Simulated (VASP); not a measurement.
# GaAg2Br6 (P1) in VASP: single point with PBE

Aim: the single point of GaAg2Br6 with PBE.

Everything below comes from runs of VASP 6.6.1. Logs are shortened: lines on timing, memory, paths and dates and some standing lists are left out, and cuts for length are marked.

## (1) Starting point

The typed cell holds 9 atoms: a = 6.893 Å, b = 6.961 Å, c = 7.042 Å, α = 61.13°, β = 118.25°, γ = 120.87°.

The cell was built by a generator and needn't be a form met in nature.

## (2) Single point, PBE

Contents of INCAR:

```
PREC     = Accurate       # precision mode
ENCUT    = 520            # plane-wave cutoff, eV
EDIFF    = 1E-7           # SCF threshold, eV
ISMEAR   = -1             # smearing method
SIGMA    = 0.1            # smearing width, eV
LREAL    = F              # projectors in reciprocal space
LASPH    = T              # aspherical terms in the spheres
NELM     = 100            # most SCF steps
ALGO     = Fast           # electronic algorithm
ISIF     = 2              # what is computed and relaxed
LWAVE    = F              # write WAVECAR
LCHARG   = F              # write CHGCAR
GGA      = PE             # functional
NBANDS   = 48             # bands
```

Contents of KPOINTS:

```
Automatic mesh
0
Gamma
  3 3 3
  0 0.5 0.5
```

Contents of POSCAR:

```
GaAg2Br6
1.0
    6.8920490000     -0.0723200000      0.0912450000
   -3.5086550000      6.0122940000     -0.0585420000
   -3.3894860000      2.0155470000      5.8338960000
Ga Ag Br
1 2 6
Direct
    0.5119390000      0.5032050000      0.5101910000
    0.7559640000      0.2315210000      0.3047020000
    0.2402020000      0.7763980000      0.7025520000
    0.3689620000      0.2798010000      0.2327020000
    0.7508030000      0.8657590000      0.2438830000
    0.1464390000      0.6067410000      0.2820850000
    0.6449700000      0.7606140000      0.7458060000
    0.2581850000      0.1436810000      0.7618180000
    0.8564980000      0.3882640000      0.7635080000
```

Potentials or basis: VASP PAW PBE potentials, release 64 (Ga_d, Ag, Br).

Started as:

```bash
$ cat potpaw_PBE.64/Ga_d/POTCAR potpaw_PBE.64/Ag/POTCAR potpaw_PBE.64/Br/POTCAR > POTCAR
$ mpirun -np 1 vasp_std > vasp.out
```

OUTCAR:

```text
PREC = Accurate
   ENCUT = 520
   EDIFF = 1E-7
   ISMEAR = -1
   LREAL = F
   LASPH = T
   NELM = 100
   ISIF = 2
   GGA = PE

 ion  position               nearest neighbor table
   1  0.512  0.503  0.510-   9 2.45   6 2.52   7 2.56   8 2.57   5 2.59   4 2.60
   2  0.756  0.232  0.305-   6 2.62   4 2.64   5 2.76
   3  0.240  0.776  0.703-   9 2.66   7 2.71   8 2.72
   4  0.369  0.280  0.233-   1 2.60   2 2.64
   5  0.751  0.866  0.244-   1 2.59   2 2.76
   6  0.146  0.607  0.282-   1 2.52   2 2.62
   7  0.645  0.761  0.746-   1 2.56   3 2.71
   8  0.258  0.144  0.762-   1 2.57   3 2.72
   9  0.856  0.388  0.764-   1 2.45   3 2.66

  LATTYP: Found a triclinic cell.
 ALAT       =     6.9614485718
 B/A-ratio  =     0.9819881414
 C/A-ratio  =     1.0115264351
 COS(alpha) =     0.0144402468
 COS(beta)  =     0.4828416467
 COS(gamma) =     0.5009530251

  Lattice vectors:

 A1 = (   3.5086550000,  -6.0122940000,   0.0585420000)
 A2 = (  -3.3833940000,  -5.9399740000,  -0.0327030000)
 A3 = (   3.3894860000,  -2.0155470000,  -5.8338960000)

Analysis of symmetry for initial positions (statically):
=====================================================================
 Subroutine PRICEL returns:
 Original cell was already a primitive cell.

 Routine SETGRP: Setting up the symmetry group for a
 triclinic supercell.

 Subroutine GETGRP returns: Found  1 space group operations
 (whereof  1 operations were pure point group operations)
 out of a pool of  2 trial point group operations.

The static configuration has the point symmetry C_1 .

Analysis of symmetry for dynamics (positions and initial velocities):
=====================================================================
 Subroutine PRICEL returns:
 Original cell was already a primitive cell.

 Routine SETGRP: Setting up the symmetry group for a
 triclinic supercell.

 Subroutine GETGRP returns: Found  1 space group operations
 (whereof  1 operations were pure point group operations)
 out of a pool of  2 trial point group operations.

The dynamic configuration has the point symmetry C_1 .

 Subroutine INISYM returns: Found  1 space group operations
 (whereof  1 operations are pure point group operations),
 and found     1 'primitive' translations

----------------------------------------------------------------------------------------

                                     Primitive cell

  volume of cell :     242.2720

  direct lattice vectors                    reciprocal lattice vectors
     6.892049000 -0.072320000  0.091245000     0.145262724  0.085307237  0.054924741
    -3.508655000  6.012294000 -0.058542000     0.002500561  0.167236697 -0.056325620
    -3.389486000  2.015547000  5.833896000    -0.002246888  0.000343940  0.169987771

  length of vectors
     6.893032370  6.961448572  7.041689257     0.177187219  0.176484960  0.170002968

  position of ions in fractional coordinates (direct lattice)
     0.511939000  0.503205000  0.510191000
     0.755964000  0.231521000  0.304702000
     0.240202000  0.776398000  0.702552000
     0.368962000  0.279801000  0.232702000
     0.750803000  0.865759000  0.243883000
     0.146439000  0.606741000  0.282085000
     0.644970000  0.760614000  0.745806000
     0.258185000  0.143681000  0.761818000
     0.856498000  0.388264000  0.763508000

  ion indices of the primitive-cell ions
   primitive index   ion index
                 1           1
                 2           2
                 3           3
                 4           4
                 5           5
                 6           6
                 7           7
                 8           8
                 9           9

----------------------------------------------------------------------------------------

 KPOINTS: Automatic mesh

Automatic generation of k-mesh.
 Grid dimensions read from file:
 generate k-points for:    3    3    3

 Generating k-lattice:

  Cartesian coordinates                     Fractional coordinates (reciprocal lattice)
     0.048420908  0.028435746  0.018308247     0.333333333 -0.000000000  0.000000000
     0.000833520  0.055745566 -0.018775207     0.000000000  0.333333333  0.000000000
    -0.000748963  0.000114647  0.056662590     0.000000000  0.000000000  0.333333333

  Length of vectors
     0.059062406  0.058828320  0.056667656

  Shift w.r.t. Gamma in fractional coordinates (k-lattice)
     0.000000000  0.500000000  0.500000000

 Subroutine IBZKPT returns following result:
 ===========================================

 Found     14 irreducible k-points:

 Following reciprocal coordinates:
            Coordinates               Weight
  0.000000  0.166667  0.166667      2.000000
  0.333333  0.166667  0.166667      2.000000
 -0.333333  0.166667  0.166667      2.000000
  0.000000  0.500000  0.166667      2.000000
  0.333333  0.500000  0.166667      2.000000
 -0.333333  0.500000  0.166667      2.000000
  0.000000 -0.166667  0.166667      2.000000
  0.333333 -0.166667  0.166667      2.000000
 -0.333333 -0.166667  0.166667      2.000000
  0.000000  0.166667  0.500000      2.000000
  0.333333  0.166667  0.500000      2.000000
 -0.333333  0.166667  0.500000      2.000000
  0.000000  0.500000  0.500000      1.000000
  0.333333  0.500000  0.500000      2.000000
   k-points           NKPTS =     14   k-points in BZ     NKDIM =     14   number of bands    NBANDS=     48
   number of dos      NEDOS =    301   number of ions     NIONS =      9
   total plane-waves  NPLWV = 157464
   dimension x,y,z NGX =    54 NGY =   54 NGZ =   54
   dimension x,y,z NGXF=   108 NGYF=  108 NGZF=  108
   ions per type =               1   2   6
   NGX,Y,Z   is equivalent  to a cutoff of  13.02, 12.90, 12.75 a.u.
   NGXF,Y,Z  is equivalent  to a cutoff of  26.05, 25.79, 25.50 a.u.
 SYSTEM =  unknown system
   PREC   = accura    normal or accurate (medium, high low for compatibility)
   ISTART =      0    job   : 0-new  1-cont  2-samecut
   ICHARG =      2    charge: 1-file 2-atom 10-const
   ISPIN  =      1    spin polarized calculation?
   LNONCOLLINEAR =      F non collinear calculations
   LSORBIT =      F    spin-orbit coupling
   LASPH  =      T    aspherical Exc in radial PAW
   ENCUT  =  520.0 eV  38.22 Ry    6.18 a.u.  12.82 12.94 13.09*2*pi/ulx,y,z
   NELM   =    100;   NELMIN=  2; NELMDL= -5     # of ELM steps
   EDIFF  = 0.1E-06   stopping-criterion for ELM
   LREAL  =      F    real-space projection
   EDIFFG = 0.1E-05   stopping-criterion for IOM
   NSW    =      0    number of steps for IOM
   IBRION =     -1    ionic relax: 0-MD 1-quasi-New 2-CG
   NFREE  =      0    steps in history (QN), initial steepest desc. (CG)
   ISIF   =      2    stress and relaxation
   ISYM   =      2    0-nonsym 1-usesym 2-fastsym
   POTIM  = 0.5000    time-step for ionic-motion
   TEBEG  =    0.0;   TEEND  =   0.0 temperature during run
   PSTRESS=    0.0 pullay stress
   NELECT =      77.0000    total number of electrons
   NUPDOWN=      -1.0000    fix difference up-down
   EMIN   =  10.00;   EMAX   =-10.00  energy-range for DOS
   EFERMI =   0.00;   METHOD = LEGACY
   ISMEAR =    -1;   SIGMA  =   0.10  broadening in eV -4-tet -1-fermi 0-gaus
   EFERMI_NEDOS =   21; number of points for ismear=-14 and -15
   IALGO  =     68    algorithm
   IMIX   =      4    mixing-type and parameters
     AMIX     =   0.40;   BMIX     =  1.00
     AMIX_MAG =   1.60;   BMIX_MAG =  1.00
  volume/ion in A,a.u.               =      26.92       181.66
  Fermi-wavevector in a.u.,A,eV,Ry     =   1.117216  2.111233 16.982419  1.248173
  Thomas-Fermi vector in A             =   2.253837
   LORBIT       =      0    0 simple, 1 ext, 2 COOP (PROOUT), +10 PAW based schemes
   GGA     = PE    functional components
   LHFCALC =     F    Hartree Fock is set to
   AEXX    =    0.0000 exact exchange contribution
   IVDW    =     0    specifies the selected vdW correction
   LEPSILON=     F    determine dielectric tensor
   LRPA    =     F    only Hartree local field effects (RPA)
 non-spin polarized calculation
 RMM-DIIS sequential band-by-band and
  energy-cutoff  :      520.00
  volume of cell :      242.27
 maximum number of plane-waves:      6544
 NGX is ok and might be reduce to    54
   NGX = 25   NGY = 25   NGZ = 27

 number of electron      76.9999998 magnetization

 Free energy of the ion-electron system (eV)
  ---------------------------------------------------
  ext. energy  EPLUGINS =         0.00000000
  ---------------------------------------------------
  free energy    TOTEN  =       -21.85596017 eV

  energy without entropy =      -21.62440219  energy(sigma->0) =      -21.74018118

 E-fermi :   1.3699     XC(G=0):  -9.0351

 val. band max:        1.3575324806   @ k =  -0.3333   0.1667   0.1667
 cond. band min:       1.3932843144   @ k =   0.0000   0.1667   0.1667
 fundamental gap:      0.0357518338
 Fermi energy:         1.3699448366

 k-point     1 :       0.0000    0.1667    0.1667
  band No.  band energies     occupation
      1     -13.2521      2.00000
      2     -13.0790      2.00000
      3     -13.0117      2.00000
      4     -12.7818      2.00000
      5     -12.7794      2.00000
      6     -12.7730      2.00000
[... 40 lines left out ...]
     47       9.3134      0.00000
     48       9.5920      0.00000

 k-point     2 :       0.3333    0.1667    0.1667
  band No.  band energies     occupation
      1     -13.2101      2.00000
      2     -13.0881      2.00000
      3     -12.8710      2.00000
      4     -12.7835      2.00000
      5     -12.7805      2.00000
      6     -12.7727      2.00000
[... 40 lines left out ...]
     47       8.4525      0.00000
     48       8.7060      0.00000

 k-point     3 :      -0.3333    0.1667    0.1667
  band No.  band energies     occupation
      1     -13.2282      2.00000
      2     -13.0824      2.00000
      3     -12.9900      2.00000
      4     -12.7820      2.00000
      5     -12.7793      2.00000
      6     -12.7728      2.00000
[... 40 lines left out ...]
     47       9.1783      0.00000
     48       9.3895      0.00000

 k-point     4 :       0.0000    0.5000    0.1667
  band No.  band energies     occupation
      1     -13.2394      2.00000
      2     -13.0879      2.00000
      3     -12.8663      2.00000
      4     -12.7814      2.00000
      5     -12.7785      2.00000
      6     -12.7713      2.00000
[... 448 lines left out ...]
     47       8.6558      0.00000
     48       8.9902      0.00000

 k-point    13 :       0.0000    0.5000    0.5000
  band No.  band energies     occupation
      1     -13.2264      2.00000
      2     -13.0975      2.00000
      3     -12.7983      2.00000
      4     -12.7816      2.00000
      5     -12.7786      2.00000
      6     -12.7639      2.00000
[... 40 lines left out ...]
     47       8.4599      0.00000
     48       8.8472      0.00000

 k-point    14 :       0.3333    0.5000    0.5000
  band No.  band energies     occupation
      1     -13.2256      2.00000
      2     -13.0897      2.00000
      3     -12.8573      2.00000
      4     -12.7846      2.00000
      5     -12.7796      2.00000
      6     -12.7704      2.00000
[... 40 lines left out ...]
     47       8.4867      0.00000
     48       9.1400      0.00000

------------------------ aborting loop because EDIFF is reached ----------------------------------------

  FORCE on cell =-STRESS in cart. coord.  units (eV):
  Direction    XX          YY          ZZ          XY          YZ          ZX
  --------------------------------------------------------------------------------------
  -------------------------------------------------------------------------------------
  Total        0.9589374      0.5250950      2.7655600      0.0297883     -0.2900959      0.5708428
  in kB        6.3415817      3.4725238     18.2890195      0.1969942     -1.9184428      3.7750601
  external PRESSURE =       9.3677083 kB  Pullay stress =       0.0000000 kB

 VOLUME and BASIS-vectors are now :
 -----------------------------------------------------------------------------
  energy-cutoff  :      520.00
  volume of cell :      242.27
      direct lattice vectors                 reciprocal lattice vectors
     6.892049000 -0.072320000  0.091245000     0.145262724  0.085307237  0.054924741
    -3.508655000  6.012294000 -0.058542000     0.002500561  0.167236697 -0.056325620
    -3.389486000  2.015547000  5.833896000    -0.002246888  0.000343940  0.169987771

 POSITION                                       TOTAL-FORCE (eV/Angst)
 -----------------------------------------------------------------------------------
      0.03345      4.01671      2.99365        -0.108951     -0.014671     -0.199755
      3.36503      1.95144      1.83302         0.082118     -0.301253      0.110791
     -3.44992      6.06659      4.07508         0.081850      0.108548     -0.110883
      0.77244      2.12458      1.37485         0.202205      0.033295      0.345108
      1.31028      5.64246      1.44061        -0.295678      0.239897      0.171913
     -2.07570      4.20587      1.62350        -0.258073      0.169182     -0.265225
     -0.75147      6.02960      4.36528        -0.418102      0.130794     -0.094298
     -1.30687      2.38066      4.45951         0.317698     -0.345568     -0.029798
      1.95284      3.81130      4.50965         0.396933     -0.020225      0.072147
 -----------------------------------------------------------------------------------
    total drift:                                0.000072      0.000410     -0.000150

  FREE ENERGIE OF THE ION-ELECTRON SYSTEM (eV)
  ---------------------------------------------------
  free  energy   TOTEN  =       -21.8559601742 eV

  energy  without entropy=      -21.6244021871  energy(sigma->0) =      -21.74018118
```

Run time: 4.3 min. Hardware: 1 thread of Intel Xeon Platinum 8488C (Sapphire Rapids), shared host; peak memory 0.48 GiB.

What came out:

| Property | Result |
| --- | --- |
| Free energy | -21.8560 eV |
| Pressure | 0.9 GPa |
| Largest force | 0.470 eV/Å |
| Band gap on the k mesh | none (metal or under the smearing width) |

Forces on the atoms (eV/Å):
```
Ga  -0.109 -0.015 -0.200
Ag   0.082 -0.301  0.111
Ag   0.082  0.109 -0.111
Br   0.202  0.033  0.345
Br  -0.296  0.240  0.172
Br  -0.258  0.169 -0.265
Br  -0.418  0.131 -0.094
Br   0.318 -0.346 -0.030
Br   0.397 -0.020  0.072
```

Caveat: the k mesh is coarse (spacing up to 0.37 Å⁻¹), so the values aren't converged; an odd number of electrons without spin polarisation forces a metal; a magnetic or distorted state may lie lower.
